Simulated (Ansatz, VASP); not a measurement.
**Cross-check of Rh (Rhodium) between VASP and Ansatz**

One calculation is typed for both programs; each brings its own data sets and cutoff. How far apart do they land?

Main program and level: Ansatz 0.2.0; plane waves, with VASP 6.6.1 beside it; relaxation of cell and atoms at PBE, spin-orbit coupling.

### Step 1. Starting point

Symmetry: Fm-3m, No. 225, cubic system. Conventional cell: a = 3.803 Å, b = 3.803 Å, c = 3.803 Å, α = 90.00°, β = 90.00°, γ = 90.00°. Nearest to Rh lie 12 Rh at 2.69 Å.

Structure file:

```
Rh
1.0
     0.00000    1.90155    1.90155
     1.90155    0.00000    1.90155
     1.90155    1.90155    0.00000
Rh
1
Direct
  0.00000 0.00000 0.00000
```

### Step 2. VASP: relaxation of cell and atoms, PBE, spin-orbit coupling

The relaxed volume is the usual yardstick between codes: its relative difference is about their pressure difference at one cell divided by the bulk modulus.

Lines of VASP's logs that name or quote its potential files are left out, and so is its time.

File INCAR:

```
SYSTEM = Rh
PREC = Accurate
ENCUT = 400
EDIFF = 1E-06
NELM = 100
ISMEAR = -1
SIGMA = 0.05
LREAL = .FALSE.
ALGO = Normal
GGA = PE
LNONCOLLINEAR = .TRUE.
MAGMOM = 0 0 0
NBANDS = 26
GGA_COMPAT = .FALSE.
LASPH = .TRUE.
LSORBIT = .TRUE.
LMAXMIX = 4
LORBIT = 11
LWAVE = .FALSE.
LCHARG = .FALSE.
KPAR = 2
IBRION = 2
NSW = 60
ISIF = 3
EDIFFG = -0.01
```

File POSCAR:

```
Rh
1.0
    0.0000000000      1.9015500000      1.9015500000
    1.9015500000      0.0000000000      1.9015500000
    1.9015500000      1.9015500000      0.0000000000
Rh
1
Direct
    0.0000000000      0.0000000000      0.0000000000
```

File KPOINTS:

```
Automatic mesh
0
Gamma
15 15 15
0 0 0
```

Potentials, in the order of the species: Rh_pv (PBE family, release 64).

Started as:

```
$ mpirun -np 2 vasp_ncl
```

Numbers of over 12 decimals in the logs are rounded to 6 here.

What it wrote:

```text
[banner, memory and clock lines left out]
running    2 mpi-ranks, on    1 nodes
 distrk:  each k-point on    1 cores,    2 groups
 distr:  one band on    1 cores,    1 groups

 POSCAR found type information on POSCAR Rh
 POSCAR found :  1 types and       1 ions
 LDA part: xc-table for (Slater+PW92), standard interpolation
 POSCAR, INCAR and KPOINTS ok, starting setup
 FFT: planning ... GRIDC
 FFT: planning ... GRID_SOFT
 FFT: planning ... GRID
 WAVECAR not read
 entering main loop
       N       E                     dE             d eps       ncg     rms          rms(c)
DAV:   1     0.144162915867E+03    0.14416E+03   -0.75413E+03  6296   0.110E+03
DAV:   2    -0.431028425216E+01   -0.14847E+03   -0.14228E+03  6496   0.374E+02
DAV:   3    -0.789135242700E+01   -0.35811E+01   -0.35608E+01  7090   0.650E+01
DAV:   4    -0.791376152424E+01   -0.22409E-01   -0.22404E-01  7180   0.517E+00
DAV:   5    -0.791406844581E+01   -0.30692E-03   -0.30687E-03  7632   0.586E-01    0.102E+01
DAV:   6    -0.743069564434E+01    0.48337E+00   -0.81164E-01  6618   0.133E+01    0.374E+00
DAV:   7    -0.741588813927E+01    0.14808E-01   -0.56836E-02  7578   0.212E+00    0.176E+00
DAV:   8    -0.741227561757E+01    0.36125E-02   -0.34759E-03  6964   0.744E-01    0.766E-01
DAV:   9    -0.741217843445E+01    0.97183E-04   -0.20820E-04  7422   0.196E-01    0.683E-02
DAV:  10    -0.741214883721E+01    0.29597E-04   -0.37364E-05  7066   0.891E-02    0.840E-03
DAV:  11    -0.741215042856E+01   -0.15913E-05   -0.14270E-06  6954   0.122E-02    0.152E-03
DAV:  12    -0.741215046331E+01   -0.34749E-07   -0.11030E-07  4266   0.460E-03
   1 F= -.74121505E+01 E0= -.74066871E+01  d E =-.741215E+01  mag=     0.0000    -0.0000     0.0000
 curvature:   0.00 expect dE= 0.000E+00 dE for cont linesearch  0.000E+00
 trial: gam= 0.00000 g(F)=  0.528E-63 g(S)=  0.246E-01 ort = 0.000E+00 (trialstep = 0.100E+01)
 search vector abs. value=  0.246E-01
 bond charge predicted
       N       E                     dE             d eps       ncg     rms          rms(c)
DAV:   1    -0.851732683188E+01   -0.11052E+01   -0.14419E+01  6422   0.571E+01    0.735E+00
DAV:   2    -0.739278363974E+01    0.11245E+01   -0.24845E+00  6334   0.213E+01    0.240E+00
DAV:   3    -0.739284725392E+01   -0.63614E-04   -0.23672E-02  6606   0.155E+00    0.141E+00
DAV:   4    -0.739467934948E+01   -0.18321E-02   -0.15530E-03  6738   0.460E-01    0.905E-01
DAV:   5    -0.739598856806E+01   -0.13092E-02   -0.15982E-03  6742   0.449E-01    0.558E-02
DAV:   6    -0.739604007384E+01   -0.51506E-04   -0.50157E-05  7418   0.756E-02    0.379E-02
DAV:   7    -0.739603293454E+01    0.71393E-05   -0.48807E-06  6684   0.299E-02    0.349E-03
DAV:   8    -0.739603240182E+01    0.53273E-06   -0.63110E-08  4128   0.306E-03
   2 F= -.73960324E+01 E0= -.73900190E+01  d E =0.161181E-01  mag=    -0.0000     0.0000    -0.0000
 trial-energy change:    0.016118  1 .order    0.015045   -0.024637    0.054728
 step:   0.2936(harm=  0.3104)  dis= 0.00000  next Energy=    -7.415740 (dE=-0.359E-02)
 bond charge predicted
       N       E                     dE             d eps       ncg     rms          rms(c)
DAV:   1    -0.795654677156E+01   -0.56051E+00   -0.68555E+00  6460   0.383E+01    0.558E+00
DAV:   2    -0.741854772435E+01    0.53800E+00   -0.10923E+00  6320   0.147E+01    0.106E+00
DAV:   3    -0.741443697817E+01    0.41107E-02   -0.16001E-02  6776   0.145E+00    0.675E-01
DAV:   4    -0.741504994557E+01   -0.61297E-03   -0.81452E-04  6724   0.323E-01    0.436E-01
DAV:   5    -0.741570376114E+01   -0.65382E-03   -0.10023E-03  6626   0.354E-01    0.271E-02
DAV:   6    -0.741570006754E+01    0.36936E-05   -0.19653E-05  7400   0.519E-02    0.167E-02
DAV:   7    -0.741568419712E+01    0.15870E-04   -0.29123E-06  6536   0.238E-02    0.131E-03
DAV:   8    -0.741568453534E+01   -0.33822E-06   -0.47302E-08  3850   0.295E-03
   3 F= -.74156845E+01 E0= -.74100658E+01  d E =-.353407E-02  mag=     0.0000    -0.0000    -0.0000
 curvature:  -0.16 expect dE=-0.310E-06 dE for cont linesearch -0.310E-06
 trial: gam= 0.00000 g(F)=  0.888E-64 g(S)=  0.200E-05 ort =-0.222E-03 (trialstep = 0.859E+00)
 search vector abs. value=  0.200E-05
 reached required accuracy - stopping structural energy minimisation
```

From OUTCAR (step 2):

```text
ion  position               nearest neighbor table
   1  0.000  0.000  0.000-

  LATTYP: Found a face centered cubic cell.
 ALAT       =     3.8031000000

 Subroutine GETGRP returns: Found 48 space group operations
 (whereof 48 operations were pure point group operations)

The static configuration has the point symmetry O_h .

 Found    120 irreducible k-points:

   k-points           NKPTS =    120   k-points in BZ     NKDIM =    120   number of bands    NBANDS=     26

   dimension x,y,z NGX =    18 NGY =   18 NGZ =   18
   dimension x,y,z NGXF=    36 NGYF=   36 NGZF=   36

   ENCUT  =  400.0 eV  29.40 Ry    5.42 a.u.   4.39  4.39  4.39*2*pi/ulx,y,z

   NELECT =      15.0000    total number of electrons

 k-points in reciprocal lattice and weights: Automatic mesh
   0.00000000  0.00000000  0.00000000       0.000
   0.06666667  0.00000000  0.00000000       0.002
   0.13333333  0.00000000  0.00000000       0.002
   0.20000000  0.00000000  0.00000000       0.002
   0.26666667  0.00000000  0.00000000       0.002
   0.33333333  0.00000000  0.00000000       0.002
   0.40000000  0.00000000  0.00000000       0.002
   0.46666667  0.00000000  0.00000000       0.002
   0.06666667  0.06666667  0.00000000       0.002
[...]
-0.33333333  0.46666667  0.20000000       0.007
  -0.26666667  0.46666667  0.20000000       0.007

 average (electrostatic) potential at core
       1 -71.0675

 E-fermi :  11.5999

 k-point     1 :       0.0000    0.0000    0.0000
  band No.  band energies     occupation
    ...
     14       8.7392      1.00000
     15      10.6311      1.00000
     16      10.6311      1.00000
     17      10.6311      1.00000
     18      10.6311      1.00000
     19      27.5911      0.00000
     20      27.5911      0.00000
     21      32.1671      0.00000
     22      32.1671      0.00000
     23      32.8459      0.00000
    ...

 k-point     2 :       0.0667    0.0000    0.0000
  band No.  band energies     occupation
    ...
     14       8.7766      1.00000
     15      10.5849      1.00000
     16      10.5849      1.00000
     17      10.6041      1.00000
     18      10.6041      1.00000
     19      27.8398      0.00000
     20      27.8398      0.00000
     21      31.9811      0.00000
     22      31.9811      0.00000
     23      32.1721      0.00000
    ...

 k-point     3 :       0.1333    0.0000    0.0000
  band No.  band energies     occupation
    ...
     14       8.9354      1.00000
     15      10.4916      1.00000
     16      10.4916      1.00000
     17      10.5700      1.00000
     18      10.5700      1.00000
     19      28.4540      0.00000
     20      28.4540      0.00000
     21      30.1561      0.00000
     22      30.1561      0.00000
     23      32.1684      0.00000
    ...

  Total       -0.0037158     -0.0037158     -0.0037158     -0.0000000      0.0000000     -0.0000000
  in kB       -0.4254144     -0.4254144     -0.4254144     -0.0000000      0.0000000     -0.0000000
  external PRESSURE =      -0.4254144 kB  Pullay stress =       0.0000000 kB

  energy-cutoff  :      400.00
  volume of cell :       13.99
      direct lattice vectors                 reciprocal lattice vectors
     0.000000000  1.912662964  1.912662964    -0.261415633  0.261415633  0.261415633
     1.912662964  0.000000000  1.912662964     0.261415633 -0.261415633  0.261415633
     1.912662964  1.912662964  0.000000000     0.261415633  0.261415633 -0.261415633

 POSITION                                       TOTAL-FORCE (eV/Angst)
 -----------------------------------------------------------------------------------
      0.00000      0.00000      0.00000        -0.000000     -0.000000     -0.000000
 -----------------------------------------------------------------------------------
    total drift:                                0.000000     -0.000000     -0.000000

  FREE ENERGIE OF THE ION-ELECTRON SYSTEM (eV)
  ---------------------------------------------------
  free  energy   TOTEN  =        -7.4156845353 eV

  energy  without entropy=       -7.4044470660  energy(sigma->0) =       -7.41006580

 reached required accuracy - stopping structural energy minimisation

 Spin-Orbit-Coupling matrix elements
 Ion:    1  E_soc:     -0.3101756

 total charge
# of ion       s       p       d       tot
------------------------------------------
    1        0.407   6.294   7.058  13.758

 magnetization (x)
# of ion       s       p       d       tot
------------------------------------------
    1        0.000   0.000  -0.000  -0.000

 magnetization (y)
# of ion       s       p       d       tot
------------------------------------------
    1        0.000   0.000   0.000   0.000

 magnetization (z)
# of ion       s       p       d       tot
------------------------------------------
    1        0.000   0.000   0.000   0.000

[... 3 further parts left out ...]
```

CONTCAR:

```
Rh
   1.00000000000000
     0.0000000000000000    1.9126629643436419    1.9126629643436419
     1.9126629643436419    0.0000000000000000    1.9126629643436419
     1.9126629643436419    1.9126629643436419    0.0000000000000000
  Rh
     1
Direct
     0.0000000000000000    0.0000000000000000    0.0000000000000000
```

### Step 3. Ansatz: relaxation of cell and atoms, PBE, spin-orbit coupling

Ansatz runs on its fully relativistic PAW (standard-fr) files.

The same cell, functional, mesh and smearing now go to Ansatz, which takes its cutoff from its data sets.

File input.yaml:

```yaml
crystal:
  lattice:
    - [0.0, 1.90155, 1.90155]
    - [1.90155, 0.0, 1.90155]
    - [1.90155, 1.90155, 0.0]
  atoms:
    - { symbol: Rh, position: [0.0, 0.0, 0.0] }
hamiltonian:
  xc: pbe
  pseudopotentials: { kind: paw_fr }
magnetization:
  noncollinear: true
  spin_orbit: true
kpoints:
  mp_grid: { grid: [15, 15, 15] }
scf:
  occupations: { method: fermi_dirac, width: 0.05 }
relax:
  f_tol: 0.01
  max_steps: 60
  cell: { stress_tol: 0.05 }
output:
  forces: true
  stress: true
```

Started as:

```
$ ansatz run input.yaml --threads 4 --pin off --max-ram 9216MiB --backend cpu --events-out ev --progress --plain --runs-dir out
```

What it wrote:

```text
Engine: ansatz 0.2.0, aarch64-unknown-linux-gnu
Pseudopotentials: kind: paw_fr
Pseudopotential: Rh, paw_fr, valence charge 17, recommended cutoff 420 eV (normal), Rh.paw.azcp#standard-fr
Functional definition: PBE
  parameter kappa = 0.804
  parameter beta = 0.066725
  exchange = pbe_x(kappa = kappa, mu = beta*pi^2/3)
  correlation = pbe_c(beta = beta)
non-collinear run that drives no moment, with spin-orbit: no starting moment large enough to seed its density (crystal.atoms[].spin), no starting occupations that ask for one, no magnetisation constraint and no magnetic field, so the semilocal B_xc is pinned to zero
Crystal: 1 atoms, lattice volume = 13.752 Å³
Basis set: ecut = 420 eV, 283 PW (Γ), exchange–correlation on 36×36×36 points (8 copies of the dense FFT grid, shifted against one another)
Bands: 26, of which v1, the nominal top of the filled ones, is band 17 counted from 1 (16 counted from 0)
Symmetry: 48 space group operations + 48 with time reversal
Magnetic group: BNS 225.117 (UNI 1619), of the structure as read, at distance tolerance 2.4e-5 Å
k-points: 120 of 3375
Projection manifold: j_resolved (fully-relativistic pseudo-atomic orbitals)
Non-local potential: Rh, projectors of the file, l = 0: 3, l = 1: 4, l = 2: 4, l = 3: 2
PAW form: soft (Blöchl's): semilocal exchange-correlation on the pseudo side does not see the compensation charge
PAW one-centre angular grid: Rh, 590 points (default); XC on 96 Gauss nodes
Initial density: superposition of atomic densities (chi_scale 0.1, normalization cell)
Initial wavefunctions: pseudopotential atomic-orbital guess
Functional: x = pbe(κ = 0.804, μ = 0.219515), c = pbe(β = 0.066725)
SCF iter   1: F=—  HF=-6405.190753 eV  |F-HF|=—  |Δ(HF+E_count)|=         —  Δρ=1.16e-1  dr2=1.68e0  dr2_m=0.00e0 (ungated)  ethr=3.10e-3  |M|=0.00e0 ∫|m|=0.00e0 μB  |m|>n=0.0e0 m-floor=0.0e0 τ_xc=0.0e0  β_m=0.30  ⟨swp⟩=6.8  Hψ=7866  notcnv=0  defer=46
preconditioner: auto → none  [metal: Δε(μ)=0.031 eV  Ē_g=13.722 eV  σ=0.050 eV  W_gap=0.15  n_scr=0 (ndim 8)  ℏωp=30.0 eV  f_vac=0.000  D(μ)=1.11/eV (n_scr^D=14)]
SCF iter   2: F=—  HF=-6404.734894 eV  |F-HF|=—  |Δ(HF+E_count)|=   4.56e-1  Δρ=4.02e-2  dr2=1.34e-1  dr2_m=0.00e0 (ungated)  ethr=3.10e-3  |M|=0.00e0 ∫|m|=0.00e0 μB  |m|>n=0.0e0 m-floor=0.0e0 τ_xc=0.0e0  β_m=0.35  ⟨swp⟩=2.5  Hψ=3180  notcnv=0  defer=330
SCF iter   3: F=—  HF=-6404.704137 eV  |F-HF|=—  |Δ(HF+E_count)|=   3.08e-2  Δρ=1.87e-2  dr2=1.19e-2  dr2_m=0.00e0 (ungated)  ethr=7.87e-4  |M|=0.00e0 ∫|m|=0.00e0 μB  |m|>n=0.0e0 m-floor=0.0e0 τ_xc=0.0e0  β_m=0.62  ⟨swp⟩=2.1  Hψ=2294  notcnv=0  defer=330
SCF iter   4: F=—  HF=-6404.701794 eV  |F-HF|=—  |Δ(HF+E_count)|=   2.34e-3  Δρ=7.98e-4  dr2=5.38e-5  dr2_m=0.00e0 (ungated)  ethr=7.00e-5  |M|=0.00e0 ∫|m|=0.00e0 μB  |m|>n=0.0e0 m-floor=0.0e0 τ_xc=0.0e0  β_m=0.81  ⟨swp⟩=2.9  Hψ=2219  notcnv=0  defer=330
SCF iter   5: F=—  HF=-6404.701788 eV  |F-HF|=—  |Δ(HF+E_count)|=   6.51e-6  Δρ=1.30e-4  dr2=8.24e-7  dr2_m=0.00e0 (ungated)  ethr=3.17e-7  |M|=0.00e0 ∫|m|=0.00e0 μB  |m|>n=0.0e0 m-floor=0.0e0 τ_xc=0.0e0  β_m=0.88  ⟨swp⟩=2.5  Hψ=2501  notcnv=0  defer=330
SCF iter   6: F=-6404.701788 eV  HF=-6404.701788 eV  |F-HF|=1.76e-9  |Δ(HF+E_count)|=   1.91e-7  Δρ=1.16e-5  dr2=6.71e-9  dr2_m=0.00e0 (ungated)  ethr=5.88e-10  |M|=0.00e0 ∫|m|=0.00e0 μB  |m|>n=0.0e0 m-floor=0.0e0 τ_xc=0.0e0  ⟨swp⟩=4.0  Hψ=4688  notcnv=0
SCF 1 converged in 6 iterations: F = -6404.701788 eV  dr2 = 6.71e-9
  greatest PAW one-centre occupation: 1.000 electrons in one spin orbital (limit 2), on the Rh atom at site 0 (counted from 0), in its partial waves of l = 0
relax step   1: F+E_penalty+E_count = -6404.70178785 eV  Δ(F+E_penalty+E_count) = +0.000e0 eV  max|allowed force component| = 0.000e0 eV/Å  Δτ_max = 0.0000 Å  P = +5.948 GPa  Ω = 13.752 Å³  (6 SCF iters, dr2 threshold 1.00e-7 eV, accepted)
[...]
relax step   2: F+E_penalty+E_count = -6404.70383946 eV  Δ(F+E_penalty+E_count) = -2.052e-3 eV  max|allowed force component| = 0.000e0 eV/Å  Δτ_max = 0.0000 Å  P = -4.113 GPa  Ω = 14.295 Å³  energy of the carried Pulay correction = -3.835e-4 eV  (5 SCF iters, dr2 threshold 1.00e-7 eV, accepted)
[...]
relax step   3: F+E_penalty+E_count = -6404.70709993 eV  Δ(F+E_penalty+E_count) = -3.260e-3 eV  max|allowed force component| = 0.000e0 eV/Å  Δτ_max = 0.0000 Å  P = -0.195 GPa  Ω = 14.068 Å³  energy of the carried Pulay correction = -2.250e-4 eV  (4 SCF iters, dr2 threshold 1.00e-7 eV, accepted)
[...]
relax step   4: F+E_penalty+E_count = -6404.70711427 eV  Δ(F+E_penalty+E_count) = -1.435e-5 eV  max|allowed force component| = 0.000e0 eV/Å  Δτ_max = 0.0000 Å  P = +0.007 GPa  Ω = 14.057 Å³  energy of the carried Pulay correction = -2.171e-4 eV  (3 SCF iters, dr2 threshold 9.48e-8 eV, accepted)
[...]
relax step   5: F+E_penalty+E_count = -6404.70731932 eV  Δ(F+E_penalty+E_count) = -2.050e-4 eV  max|allowed force component| = 0.000e0 eV/Å  Δτ_max = 0.0000 Å  P = +0.003 GPa  Ω = 14.057 Å³  stress off target by 2.55e-3 GPa  SCF on the basis re-selected at this cell (its energy is not comparable with the rows above)  (5 SCF iters)
basis re-selected at this cell: Δ(F+E_penalty+E_count) = -2.050e-4 eV, ΔP = -0.004 GPa vs the last step (what re-selecting the basis moved, of the pressure what is left beyond the Pulay correction that the steps carried, after the strain that the cell walked since its last selection, with what the two solves' SCF thresholds leave and, on support functions, any second-order correction that the steps lacked; it is no measure of the basis error at this ecutwfc). The dense FFT grid was sized anew with the basis: this SCF ran on 20×20×20 points, the steps before it on 18×18×18, so part of this shift can come from that change (see relax.cell in the input reference). [rest of the remark cut]
SCF converged after 5 iterations
Magnetization: |M| = 0.0000 μB,  M = (+0.0000, +0.0000, +0.0000) μB
Absolute magnetization: 0.0000 μB (∫|m|)
  site 0: m = (+0.0000, +0.0000, +0.0000) μB, |m| = 0.0000 μB  (R = 1.12 Å)
Free energy (F): -6404.707319 eV
Harris-Foulkes:  -6404.707319 eV  (|F-HF|=1.82e-12)
Internal energy: -6404.696048 eV  (E = F + TS)
E sigma→0 (E₀):  -6404.701684 eV
Entropy (-TS):   -0.011271 eV (-11.271 meV/atom)
Fermi energy:    21.788554 eV
--- Per-component energies (eV) ---
  E_band       = -94.997459
  E_kinetic    = 572.685591
  E_local      = -1589.601045  (includes V_loc(G=0)·N_el)
  E_nonlocal   = 353.573030
  E_hartree    = 558.679174
  E_xc         = -221.755003
  E_vxc        = -278.377519  (∫ρ·V_xc dr)
  E_paw        = -3588.092821  (= ΣΔE_a)
  E_vpaw       = -270.636691  (= ΣTr[D̂ρ^β])
  E_aug_tail   = 0.000880  (compensation charges beyond the density's cutoff)
  E_ewald      = -2490.185855
  E_smearing   = -0.011271  (= −TS)
  E_closure    = 0.000000  (closes the sum)
  Σ components = -6404.707319   (vs F -6404.707319, Δ=0.00e0)
--- Forces (eV/Å), atoms counted from 1 ---
  atom   1  Rh    -0.00000000    -0.00000000    -0.00000000
  max |Σ_I F_I| component: 6.98e-32 eV/Å
--- Stress (GPa, compression-positive) ---
        0.002548      -0.000000      -0.000000
       -0.000000       0.002548      -0.000000
       -0.000000      -0.000000       0.002548
  P = ⅓ Tr σ = 0.0025 GPa (0.025 kbar)
--- Relaxed structure (4 steps of the walk, 4 accepted, 1 SCFs on fresh bases) ---
  F+E_penalty+E_count = -6404.70731932 eV   max|allowed force component| = 0.000e0 eV/Å   (the final SCF, on the basis selected at the relaxed cell)
  cell:  # Å, volume = 14.0567 Å³
    - [0, 1.915509, 1.915509]
    - [1.915509, 0, 1.915509]
    - [1.915509, 1.915509, 0]
  atoms:
    - { symbol: Rh, position: [0.0, 0.0, 0.0] }
```

It took 4.8 s on 4 threads of Arm Neoverse V2, shared host; peak memory 0.4 GiB; 16 s of CPU time.

### Step 4. Side by side

Known differences besides the potentials themselves: spin-orbit coupling enters by fully relativistic files in Ansatz and inside the spheres in VASP; both relaxations stop at a tolerance, which leaves soft axes loose, and VASP keeps its plane-wave basis; the data sets hold 17 valence electrons in Ansatz (fully relativistic PAW (standard-fr) files) and 15 in VASP; the cutoff is 420 eV in Ansatz and 400 eV in VASP; Ansatz adds a Pulay correction to the stress that steers its cell, VASP none. Total energies have different zeros and are not compared.

Both answers:

| quantity | Ansatz | VASP | difference |
| --- | --- | --- | --- |
| volume (Å³) | 14.06 | 13.99 | +0.45 % |
| edge a after relaxation, in the typed setting (Å) | 2.709 | 2.705 | +0.15 % |

The walks stopped with 0.00 GPa left in Ansatz and -0.04 GPa in VASP; each walk ends within a tolerance, so the volume difference is uncertain by about these residues over the bulk modulus, most in soft cells.

### Step 5. Outcome

| Quantity | Value |
| --- | --- |
| difference in volume (relaxation of cell and atoms, PBE, spin-orbit coupling) | 0.45 % |

**Reading.** The difference in volume is 0.45 % (relaxation of cell and atoms, PBE, spin-orbit coupling), within the 1.2 % picked in this series as the mark of a large difference, as far as the stopping tolerances let one tell. Such differences can come from data sets, numerical settings and the points named under the comparisons, not from the functional's error against experiment.

[Lines on the potential files, build, host, timing and source positions are cut from VASP's logs without a mark.]

[Logs are printed without paths, hosts, clocks, repeated set-up lines and the standing remarks that a program may print on its own settings, such as how far it seeks lower states.]

[Hosts, paths, dates, database ids (printed as entryN), source tags and the programs' standing remarks are cut or masked in the printed files.]
